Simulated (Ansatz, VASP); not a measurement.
# Cross-check of P between VASP and Ansatz

One calculation is typed for both programs; each brings its own data sets. How far apart do they land? The cell is taken from a series of runs on this material, whose earlier steps may have relaxed, scaled, displaced or heated it; both programs get it as it stands.

Program: Ansatz 0.2.0. Level of theory: plane waves, with VASP 6.6.1 beside it; zone-centre phonons at PBE with D3(BJ). Results are calculated unless marked as measured.

## 1. Starting point

It takes space group Cmce (No. 64, orthorhombic). Conventional cell: a = 3.349 Å, b = 9.871 Å, c = 3.843 Å, α = 90.00°, β = 90.00°, γ = 90.00°. Nearest to P lie 3 P at 2.23 to 2.24 Å.

As a file:

```
P
1.0
     1.67432   -4.93531    0.00000
     1.67432    4.93531    0.00000
     0.00000    0.00000    3.84345
P
4
Cartesian
  1.6743 -3.8385 0.2240
  1.6743 -1.0968 2.1458
  1.6743 3.8385 3.6194
  1.6743 1.0968 1.6977
```

## 2. VASP: zone-centre phonons, PBE with D3(BJ)

Second derivatives magnify differences that forces hide, and they need a tight electronic threshold.

Lines of VASP's logs that name or quote its potential files are left out, and so is its time.

INCAR reads:

```
SYSTEM = P
PREC = Accurate
ENCUT = 500
EDIFF = 1E-08
NELM = 120
ISMEAR = 1
SIGMA = 0.2
LREAL = .FALSE.
ALGO = Normal
GGA = PE
IVDW = 12
NBANDS = 16
LORBIT = 11
LWAVE = .FALSE.
LCHARG = .FALSE.
ISIF = 2
IBRION = 6
NFREE = 2
POTIM = 0.015
NSW = 1
LASPH = .TRUE.
GGA_COMPAT = .FALSE.
KPAR = 2
```

POSCAR reads:

```
P
1.0
    1.6743173266     -4.9353100655      0.0000000000
    1.6743173266      4.9353100655      0.0000000000
    0.0000000000      0.0000000000      3.8434527716
P
4
Direct
    0.8888793526      0.1111206474      0.0582883272
    0.6111206474      0.3888793526      0.5582883272
    0.1111206474      0.8888793526      0.9417116728
    0.3888793526      0.6111206474      0.4417116728
```

KPOINTS reads:

```
Automatic mesh
0
Gamma
16 16 12
0 0 0
```

PAW data sets: P (PBE family, release 64).

Started as:

```bash
> mpirun -np 2 vasp_std
```

Numbers of over 12 decimals in the logs are rounded to 6 here.

The log of the run:

```text
[banner, memory and clock lines left out]
running    2 mpi-ranks, on    1 nodes
 distrk:  each k-point on    1 cores,    2 groups
 distr:  one band on    1 cores,    1 groups

 POSCAR found type information on POSCAR P
 POSCAR found :  1 types and       4 ions
 LDA part: xc-table for (Slater+PW92), standard interpolation
 POSCAR, INCAR and KPOINTS ok, starting setup
 FFT: planning ... GRIDC
 FFT: planning ... GRID_SOFT
 FFT: planning ... GRID
 WAVECAR not read
 entering main loop
       N       E                     dE             d eps       ncg     rms          rms(c)
DAV:   1     0.542062050314E+02    0.54206E+02   -0.84591E+03 16352   0.105E+03
DAV:   2    -0.183627049481E+02   -0.72569E+02   -0.70250E+02 22344   0.161E+02
DAV:   3    -0.212161088135E+02   -0.28534E+01   -0.28323E+01 22528   0.334E+01
DAV:   4    -0.212406426835E+02   -0.24534E-01   -0.24526E-01 20256   0.374E+00
DAV:   5    -0.212409954429E+02   -0.35276E-03   -0.35274E-03 22672   0.408E-01    0.107E+01
DAV:   6    -0.211561918481E+02    0.84804E-01   -0.56466E-02 19384   0.143E+00    0.631E+00
DAV:   7    -0.211226388780E+02    0.33553E-01   -0.84710E-02 22064   0.178E+00    0.333E-01
DAV:   8    -0.211222191163E+02    0.41976E-03   -0.99021E-03 19168   0.649E-01    0.183E-01
DAV:   9    -0.211222254185E+02   -0.63022E-05   -0.61604E-04 22824   0.153E-01    0.859E-02
DAV:  10    -0.211222260124E+02   -0.59385E-06   -0.64391E-05 20888   0.474E-02    0.356E-02
DAV:  11    -0.211222332723E+02   -0.72600E-05   -0.11119E-05 20936   0.246E-02    0.678E-03
DAV:  12    -0.211222337791E+02   -0.50676E-06   -0.47133E-07 20488   0.480E-03    0.521E-03
DAV:  13    -0.211222337191E+02    0.59959E-07   -0.97520E-08 20912   0.222E-03    0.902E-04
DAV:  14    -0.211222337163E+02    0.28097E-08   -0.61765E-09 11384   0.505E-04
   1 F= -.22895279E+02 E0= -.22895657E+02  d E =0.113399E-02
[...]
2 F= -.22894173E+02 E0= -.22894550E+02  d E =0.113040E-02
[...]
3 F= -.22894173E+02 E0= -.22894550E+02  d E =0.113039E-02
[...]
4 F= -.22893600E+02 E0= -.22893958E+02  d E =0.107269E-02
[...]
5 F= -.22895034E+02 E0= -.22895435E+02  d E =0.120297E-02
[...]
6 F= -.22894713E+02 E0= -.22895060E+02  d E =0.104225E-02
 Finite differences progress:
  Degree of freedom:   3/  3
  Displacement:        1/  2
  Total:               5/  6
 bond charge predicted
       N       E                     dE             d eps       ncg     rms          rms(c)
DAV:   1    -0.211187995310E+02    0.27940E-02   -0.35085E-01 26944   0.328E+00    0.346E-01
DAV:   2    -0.211203294799E+02   -0.15299E-02   -0.17407E-02 38008   0.843E-01    0.893E-02
DAV:   3    -0.211202870632E+02    0.42417E-04   -0.24631E-04 31400   0.108E-01    0.538E-02
DAV:   4    -0.211202797021E+02    0.73611E-05   -0.54571E-05 36344   0.446E-02    0.261E-02
DAV:   5    -0.211202799377E+02   -0.23569E-06   -0.56713E-06 33656   0.151E-02    0.124E-02
DAV:   6    -0.211202798473E+02    0.90440E-07   -0.70324E-07 35344   0.503E-03    0.309E-03
DAV:   7    -0.211202799241E+02   -0.76772E-07   -0.14337E-07 35008   0.214E-03    0.600E-04
DAV:   8    -0.211202799409E+02   -0.16838E-07   -0.78550E-09 18080   0.566E-04    0.289E-04
DAV:   9    -0.211202799485E+02   -0.76229E-08   -0.15853E-09 15480   0.266E-04
   7 F= -.22893246E+02 E0= -.22893652E+02  d E =0.121811E-02
 Finite differences progress:
  Degree of freedom:   3/  3
  Displacement:        2/  2
  Total:               6/  6
```

Parts of OUTCAR (step 2):

```text
ion  position               nearest neighbor table
   1  0.889  0.111  0.058-   4 2.23   4 2.23   3 2.24   4 2.90   4 2.90
   2  0.611  0.389  0.558-   3 2.23   3 2.23   4 2.24   3 2.90   3 2.90
   3  0.111  0.889  0.942-   2 2.23   2 2.23   1 2.24   2 2.90   2 2.90
   4  0.389  0.611  0.442-   1 2.23   1 2.23   2 2.24   1 2.90   1 2.90

  LATTYP: Found a base centered orthorhombic cell.
 ALAT       =     3.3486346532
 B/A-ratio  =     2.9476551351
 C/A-ratio  =     1.1477671259

 Subroutine GETGRP returns: Found  8 space group operations
 (whereof  4 operations were pure point group operations)

The static configuration has the point symmetry C_2h.
 The point group associated with its full space group is D_2h.

 Found    511 irreducible k-points:

   k-points           NKPTS =    511   k-points in BZ     NKDIM =    511   number of bands    NBANDS=     16

   dimension x,y,z NGX =    40 NGY =   40 NGZ =   28
   dimension x,y,z NGXF=    80 NGYF=   80 NGZF=   56

   ENCUT  =  500.0 eV  36.75 Ry    6.06 a.u.   9.50  9.50  7.01*2*pi/ulx,y,z

   NELECT =      20.0000    total number of electrons

 k-points in reciprocal lattice and weights: Automatic mesh
   0.00000000  0.00000000  0.00000000       0.000
   0.06250000  0.00000000  0.00000000       0.001
   0.12500000  0.00000000  0.00000000       0.001
   0.18750000  0.00000000  0.00000000       0.001
   0.25000000  0.00000000  0.00000000       0.001
   0.31250000  0.00000000  0.00000000       0.001
   0.37500000  0.00000000  0.00000000       0.001
   0.43750000  0.00000000  0.00000000       0.001
   0.50000000  0.00000000  0.00000000       0.001
[...]
15      14.0894      0.00000
    ...

 k-point     3 :       0.1250    0.0000    0.0000
  band No.  band energies     occupation
    ...
      6       3.3879      2.00000
      7       3.8511      2.00000
      8       5.9669      2.00000
      9       6.3625      2.00000
     10       7.7319      2.00000
     11      10.6174     -0.00000
     12      10.9651     -0.00000
     13      11.6112     -0.00000
     14      11.8586     -0.00000
     15      12.9857      0.00000
    ...

 k-point     4 :       0.1875    0.0000    0.0000
  band No.  band energies     occupation
    ...
      6       3.6334      2.00000
      7       3.6479      2.00000
      8       6.0627      2.00000
      9       6.5102      2.00000
     10       7.8558      2.00000
     11      10.7281     -0.00000
     12      11.1390     -0.00000
     13      11.6789     -0.00000
     14      11.9703     -0.00000
     15      12.7817      0.00000
    ...

 k-point     5 :       0.2500    0.0000    0.0000
  band No.  band energies     occupation
    ...
      6       3.6424      2.00000
      7       3.9725      2.00000
      8       6.1835      2.00000
      9       6.5591      2.00000
     10       7.7262      2.00000
     11      10.1382     -0.00000
     12      11.0105     -0.00000
     13      11.0939     -0.00000
     14      11.9716     -0.00000
     15      12.1919     -0.00000
    ...

 Edisp (eV)   -1.77297

  Total       1.06687     1.14749     0.99102     0.00000     0.07022     0.00000
  in kB      26.91037    28.94378    24.99707     0.00000     1.77119     0.00000
  external pressure =       26.95 kB  Pullay stress =        0.00 kB

  energy-cutoff  :      500.00
  volume of cell :       63.52
      direct lattice vectors                 reciprocal lattice vectors
     1.674317327 -4.935310066  0.000000000     0.298629174 -0.101310757  0.000000000
     1.674317327  4.935310066  0.000000000     0.298629174  0.101310757  0.000000000
     0.000000000  0.000000000  3.843452772     0.000000000  0.000000000  0.260182721

 POSITION                                       TOTAL-FORCE (eV/Angst)
 -----------------------------------------------------------------------------------
      1.67432     -3.83848      0.20903         0.000000     -0.044266      0.219640
      1.67432     -1.09683      2.14575         0.000000      0.039791      0.015527
      1.67432      3.83848      3.61942         0.000000      0.044585     -0.051429
      1.67432      1.09683      1.69770         0.000000     -0.040110     -0.183738
 -----------------------------------------------------------------------------------
    total drift:                               -0.000000      0.000031      0.000012

  FREE ENERGIE OF THE ION-ELECTRON SYSTEM (eV)
  ---------------------------------------------------
  free  energy   TOTEN  =       -22.8932458271 eV

  energy  without entropy=      -22.8944639406  energy(sigma->0) =      -22.89365186

 Eigenvectors and eigenvalues of the dynamical matrix
 ----------------------------------------------------

   1 f  =   13.406960 THz    84.238412 2PiTHz  447.208035 cm-1    55.446705 meV
             X         Y         Z           dx          dy          dz
      1.674317 -3.838480  0.224028     0.000000   -0.000002   -0.500000
      1.674317 -1.096830  2.145755    -0.000000   -0.000002    0.500000
      1.674317  3.838480  3.619424     0.000000   -0.000002   -0.500000
      1.674317  1.096830  1.697698    -0.000000   -0.000002    0.500000

   2 f  =   12.587022 THz    79.086593 2PiTHz  419.857867 cm-1    52.055718 meV
             X         Y         Z           dx          dy          dz
      1.674317 -3.838480  0.224028    -0.000000   -0.324476   -0.380414
      1.674317 -1.096830  2.145755     0.000000    0.324476   -0.380414
      1.674317  3.838480  3.619424    -0.000000    0.324476    0.380414
      1.674317  1.096830  1.697698     0.000000   -0.324476    0.380414

   3 f  =   11.978437 THz    75.262739 2PiTHz  399.557648 cm-1    49.538812 meV
             X         Y         Z           dx          dy          dz
      1.674317 -3.838480  0.224028     0.500000    0.000000   -0.000000
      1.674317 -1.096830  2.145755    -0.500000    0.000000    0.000000
      1.674317  3.838480  3.619424     0.500000   -0.000000    0.000000
      1.674317  1.096830  1.697698    -0.500000   -0.000000    0.000000

   4 f  =   11.827226 THz    74.312653 2PiTHz  394.513795 cm-1    48.913455 meV
             X         Y         Z           dx          dy          dz
      1.674317 -3.838480  0.224028     0.500000   -0.000000    0.000000
      1.674317 -1.096830  2.145755     0.500000   -0.000000    0.000000
      1.674317  3.838480  3.619424    -0.500000    0.000000   -0.000000
      1.674317  1.096830  1.697698    -0.500000    0.000000   -0.000000

   5 f  =   11.426160 THz    71.792678 2PiTHz  381.135657 cm-1    47.254778 meV
             X         Y         Z           dx          dy          dz
      1.674317 -3.838480  0.224028    -0.000000   -0.380414    0.324476
      1.674317 -1.096830  2.145755    -0.000000    0.380414    0.324476
      1.674317  3.838480  3.619424     0.000000    0.380414   -0.324476
      1.674317  1.096830  1.697698     0.000000   -0.380414   -0.324476

   6 f  =   11.210619 THz    70.438396 2PiTHz  373.945996 cm-1    46.363374 meV
             X         Y         Z           dx          dy          dz
      1.674317 -3.838480  0.224028     0.000000    0.499255   -0.027286
      1.674317 -1.096830  2.145755     0.000000    0.499255    0.027286
      1.674317  3.838480  3.619424    -0.000000   -0.499255    0.027286
      1.674317  1.096830  1.697698    -0.000000   -0.499255   -0.027286

   7 f  =    6.143784 THz    38.602531 2PiTHz  204.934562 cm-1    25.408636 meV
             X         Y         Z           dx          dy          dz
      1.674317 -3.838480  0.224028    -0.000000    0.027286    0.499255
      1.674317 -1.096830  2.145755     0.000000    0.027286   -0.499255
      1.674317  3.838480  3.619424     0.000000   -0.027286   -0.499255
      1.674317  1.096830  1.697698    -0.000000   -0.027286    0.499255

   8 f  =    5.184502 THz    32.575186 2PiTHz  172.936368 cm-1    21.441367 meV
             X         Y         Z           dx          dy          dz
      1.674317 -3.838480  0.224028    -0.500000   -0.000000   -0.000000
      1.674317 -1.096830  2.145755     0.500000    0.000000    0.000000
      1.674317  3.838480  3.619424     0.500000   -0.000000    0.000000
      1.674317  1.096830  1.697698    -0.500000    0.000000   -0.000000

   9 f  =    1.473951 THz     9.261106 2PiTHz   49.165706 cm-1     6.095768 meV
             X         Y         Z           dx          dy          dz
      1.674317 -3.838480  0.224028     0.000000    0.499998    0.001556
      1.674317 -1.096830  2.145755     0.000000   -0.499998    0.001556
      1.674317  3.838480  3.619424     0.000000    0.499998    0.001556
      1.674317  1.096830  1.697698     0.000000   -0.499998    0.001556

  10 f/i=    0.000000 THz     0.000000 2PiTHz    0.000001 cm-1     0.000000 meV
             X         Y         Z           dx          dy          dz
      1.674317 -3.838480  0.224028     0.500000    0.000001    0.000000
      1.674317 -1.096830  2.145755     0.500000    0.000001    0.000000
      1.674317  3.838480  3.619424     0.500000    0.000001    0.000000
      1.674317  1.096830  1.697698     0.500000    0.000001    0.000000

  11 f/i=    0.000064 THz     0.000400 2PiTHz    0.002123 cm-1     0.000263 meV
             X         Y         Z           dx          dy          dz
      1.674317 -3.838480  0.224028     0.000001   -0.500000    0.000002
      1.674317 -1.096830  2.145755     0.000001   -0.500000   -0.000002
      1.674317  3.838480  3.619424     0.000001   -0.500000    0.000002
      1.674317  1.096830  1.697698     0.000001   -0.500000   -0.000002

  12 f/i=    0.004586 THz     0.028814 2PiTHz    0.152968 cm-1     0.018966 meV
             X         Y         Z           dx          dy          dz
      1.674317 -3.838480  0.224028     0.000000    0.001556   -0.499998
      1.674317 -1.096830  2.145755     0.000000   -0.001556   -0.499998
      1.674317  3.838480  3.619424     0.000000    0.001556   -0.499998
      1.674317  1.096830  1.697698     0.000000   -0.001556   -0.499998

 ELASTIC MODULI CONTR FROM IONIC RELAXATION (kBar)
 Direction    XX          YY          ZZ          XY          YZ          ZX
 --------------------------------------------------------------------------------
 XX        -253.5774   -194.8720   -488.1331     -0.0000     -0.0000     -0.0000
 YY        -194.8720  -1219.1921   -217.1868     -0.0000      0.0000     -0.0000
 ZZ        -488.1331   -217.1868   -962.9752     -0.0000     -0.0000     -0.0000
 XY          -0.0000     -0.0000     -0.0000   -471.9469      0.0000     -0.0000
 YZ          -0.0000      0.0000     -0.0000      0.0000   -462.2168      0.0000
 ZX          -0.0000     -0.0000     -0.0000     -0.0000      0.0000   -459.0521
 --------------------------------------------------------------------------------

 total charge
# of ion       s       p       d       tot
------------------------------------------
    1        1.089   1.370   0.000   2.459
    2        1.089   1.370   0.000   2.459
    3        1.089   1.370   0.000   2.459
    4        1.089   1.370   0.000   2.459
--------------------------------------------------
tot          4.355   5.480   0.000   9.835

[... 1 further part left out ...]
```

The last energy, forces, stress and levels in OUTCAR belong to the last displaced cell, not to the cell of POSCAR.

Levels, forces or a CONTCAR printed for this step are those of its last displaced cell, not of the structure at rest.

(Part 1 of 2 ends here.)

[Lines on the potential files, build, host, timing and source positions are cut from VASP's logs without a mark.]

[Logs are printed without paths, hosts, clocks, repeated set-up lines and the standing remarks that a program may print on its own settings, such as how far it seeks lower states.]

[Hosts, paths, dates, database ids (printed as entryN), source tags and the programs' standing remarks are cut or masked in the printed files.]
